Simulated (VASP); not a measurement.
A hop in Ni (fcc): Si into a Ni vacancy, in a supercell of 31 atoms. Nudged elastic band with 3 images between relaxed ends, without a climbing image, so the barrier is a lower bound. Method: PBE GGA, VASP's PBE PAW potentials (set 64) (plane waves; VASP). Run with PREC = Normal, LREAL = Auto, ISYM = 0, 400 eV cut-off, 2×2×2 Monkhorst-Pack mesh, first-order Methfessel-Paxton smearing of 0.10 eV, potentials Ni Si.

First end (POSCAR):

```
Ni30Si
1.0
     7.031893    0.000000    0.000000
     0.000000    7.031893    0.000000
     0.000000    0.000000    7.031893
Ni Si
30 1
Direct
     0.499698    0.999906    0.000567
     0.748359    0.249896    0.001273
     0.748519    0.000481    0.250868
     0.999696    0.999804    0.000396
     0.250905    0.249948    0.001104
     0.499746    0.499700    0.000567
     0.748708    0.748936    0.000943
     0.250521    0.000116    0.250567
     0.742392    0.496955    0.253908
     0.499697    0.999762    0.500399
     0.742535    0.253130    0.498109
     0.748962    0.999917    0.749816
     0.999705    0.499660    0.000298
     0.250478    0.748954    0.000794
     0.999705    0.251069    0.252072
     0.257079    0.496978    0.253979
     0.499632    0.748252    0.253845
     0.999871    0.999728    0.500258
     0.256720    0.252868    0.498386
     0.748400    0.747431    0.500368
     0.250384    0.999814    0.749935
     0.499707    0.252762    0.749171
     0.748334    0.499541    0.748373
     0.999549    0.747435    0.250697
     0.999599    0.499272    0.500022
     0.250954    0.747495    0.500518
     0.999592    0.249869    0.749051
     0.250903    0.499473    0.748218
     0.499653    0.745231    0.746457
     0.999731    0.749679    0.750300
     0.499520    0.249187    0.250358
```

Last end:

```
Ni30Si
1.0
     7.031893    0.000000    0.000000
     0.000000    7.031893    0.000000
     0.000000    0.000000    7.031893
Ni Si
30 1
Direct
     0.499633    1.002953    0.004187
     0.748091    0.249313    0.002517
     0.748296    0.001514    0.250373
     0.999719    0.999746    0.000217
     0.251109    0.249314    0.002349
     0.499643    0.496214    0.001532
     0.748890    0.749051    0.000947
     0.251167    0.001491    0.250153
     0.742351    0.495883    0.252584
     0.499551    1.000552    0.497220
     0.742326    0.251406    0.496530
     0.749057    1.000033    0.749926
     0.999576    0.499119    0.002560
     0.250428    0.749066    0.000869
     0.999803    0.249753    0.250501
     0.257024    0.495905    0.252822
     0.499653    0.749273    0.250221
     0.999870    1.000912    0.500030
     0.256726    0.251466    0.497006
     0.748309    0.748596    0.499790
     0.250529    0.999934    0.750113
     0.499662    0.249503    0.749994
     0.748647    0.499028    0.749563
     0.999737    0.749738    0.250307
     0.999470    0.497686    0.498647
     0.250798    0.748623    0.500038
     0.999666    0.249848    0.750274
     0.250425    0.499360    0.749723
     0.499766    0.749071    0.749930
     0.999687    0.749440    0.750144
     0.499648    0.499460    0.500550
```

**Question.** Predict the energy profile and the barrier.

**Answer.** 
```json
[
 {"image": "0", "path length (Å)": "0.00", "E − E(first end) (eV)": "0.000"},
 {"image": "1", "path length (Å)": "0.67", "E − E(first end) (eV)": "0.406"},
 {"image": "2", "path length (Å)": "1.33", "E − E(first end) (eV)": "0.807"},
 {"image": "3", "path length (Å)": "2.00", "E − E(first end) (eV)": "0.406"},
 {"image": "4", "path length (Å)": "2.66", "E − E(first end) (eV)": "0.000"}
]
```
The highest image is number 2 (counting the first end as 0), 1.33 Å along the path. The barrier is 0.81 eV forward and 0.81 eV back; the ends differ by 0.00 eV.

The cell is a supercell with a defect, built from Ni (fcc): Si into a Ni vacancy.
